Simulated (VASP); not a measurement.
Method: PBEsol GGA, VASP's PBE PAW potentials (set 64) (plane waves; VASP 6.6.1).

A VASP calculation is set up with these files.

File KPOINTS:
```
Automatic mesh
0
Gamma
10 10 10
0 0 0
```

File POSCAR:
```
NbAs
1
    3.1809534488     0.0000000000    -0.0000000000
   -0.0000000000     3.1809534488     0.0000000000
    0.0000000000     0.0000000000     3.1809534488
Nb As
1 1
Direct
  0.0000000000   0.0000000000   0.0000000000
  0.5000000000   0.5000000000   0.5000000000
```

**INCAR**
```
! general
SYSTEM  = NbAs
PREC    = Accurate
ENCUT   = 400
LREAL   = .FALSE.
LASPH   = .TRUE.

! electronic loop
EDIFF   = 1E-6
NELM    = 100
ALGO    = Normal
LMAXMIX = 4

! smearing
ISMEAR  = 1
SIGMA   = 0.1

! functional
GGA     = PS

! ions
IBRION  = 2
NSW     = 60
ISIF    = 3
EDIFFG  = -0.01

! output
LWAVE   = .FALSE.
LCHARG  = .FALSE.
```

POTCAR, in this order: Nb_sv As (PBE.64 set). Program: vasp_std.

Question: What does the run give for the energy per atom (σ→0), band gap (on the k-mesh)?

Answer: 
```yaml
energy per atom (σ→0): -8.520 eV/atom
band gap (on the k-mesh): none (metal, semimetal or under 0.01 eV)
```

### OSZICAR
```
...
DAV:   6    -0.170762278333E+02    0.94876E+00   -0.36820E+00  2367   0.171E+01    0.254E+00
DAV:   7    -0.170520370956E+02    0.24191E-01   -0.13326E-01  1685   0.299E+00    0.147E+00
DAV:   8    -0.170413351238E+02    0.10702E-01   -0.32210E-02  1986   0.145E+00    0.213E-01
DAV:   9    -0.170415122726E+02   -0.17715E-03   -0.29206E-03  2488   0.416E-01    0.125E-01
DAV:  10    -0.170415408416E+02   -0.28569E-04   -0.30877E-04  2033   0.215E-01    0.241E-02
DAV:  11    -0.170415280749E+02    0.12767E-04   -0.18800E-05  1913   0.571E-02    0.161E-02
DAV:  12    -0.170415276018E+02    0.47309E-06   -0.19567E-06  1416   0.168E-02
   1 F= -.17041528E+02 E0= -.17040466E+02  d E =-.170415E+02
```

The structure was generated: NbAs was put into the CsCl type type (Pm-3m), which need not be its known phase. It was relaxed first, which changed the volume by -35 %. The start is the result of an earlier pass.
